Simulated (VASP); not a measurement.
Data:

```xyz
2
Lattice="0.0000 2.7279 2.7279 2.7279 0.0000 2.7279 2.7279 2.7279 0.0000" Properties=species:S:1:pos:R:3 pbc="T T T"
Si     0.0000     0.0000     0.0000
W      2.7279     2.7279     2.7279
```

Computed with r2SCAN meta-GGA, VASP's PBE PAW potentials (set 64) (plane waves; VASP). Run with 400 eV cut-off, 10×10×10 Γ-centred mesh, first-order Methfessel-Paxton smearing of 0.10 eV, potentials Si W_sv.

Energy and stress use the plane-wave basis of the starting cell.

The ions, cell shape and volume are relaxed. Which structure does the run end with?

```xyz
2
Lattice="0.0000 2.4997 2.4997 2.4997 0.0000 2.4997 2.4997 2.4997 0.0000" Properties=species:S:1:pos:R:3 pbc="T T T"
Si     0.0000     0.0000     0.0000
W      2.4997     2.4997     2.4997
```
Space group Fm-3m (225), at a tolerance of 0.03 Å.

How do energy and volume change from the first to the last step?

The energy (σ→0) changes by -552.8 meV/atom and the volume by -23.1 %, in 5 ionic steps.

The structure was generated: SiW was put into the rocksalt type (Fm-3m), which need not be its known phase. This run relaxes it. Symmetry was kept, so distortions that lower it aren't found.
